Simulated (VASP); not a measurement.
Method: PBEsol GGA, VASP's PBE PAW potentials (set 64) (plane waves; VASP 6.6.1).

The input files of a VASP run:

KPOINTS:
```
Automatic mesh
0
Gamma
14 14 14
0 0 0
```

POSCAR:
```
Sb
1
    3.0884520000     0.0000000000     0.0000000000
    0.0000000000     3.0884520000     0.0000000000
    0.0000000000     0.0000000000     3.0884520000
Sb
1
Direct
  0.0000000000   0.0000000000   0.0000000000
```

### INCAR
```
SYSTEM  =  Sb
PREC  =  Accurate; ENCUT  =  300; LREAL  =  .FALSE.
LASPH  =  .TRUE.
EDIFF  =  1E-6; NELM  =  100; ALGO  =  Normal
LMAXMIX  =  4
ISMEAR  =  0; SIGMA  =  0.272
GGA  =  PS
ISIF  =  2
LWAVE  =  .FALSE.; LCHARG  =  .FALSE.
```

POTCAR, in this order: Sb (PBE.64 set). Program: vasp_std.

Task: What will the output report for the number of irreducible k-points (NKPTS), largest plane-wave count, number of space-group operations, FFT grid (NGX, NGY, NGZ)?

Result: 
The number of irreducible k-points (NKPTS) is 120 and the largest plane-wave count is 365. The number of space-group operations is 48 and the FFT grid (NGX, NGY, NGZ) is 18 × 18 × 18.

The structure comes from a computed database's Sb entry (Pm-3m); how it stands against other phases isn't given here. The cell was not relaxed at this level, and its volume differs by -5.9 % from the start's.
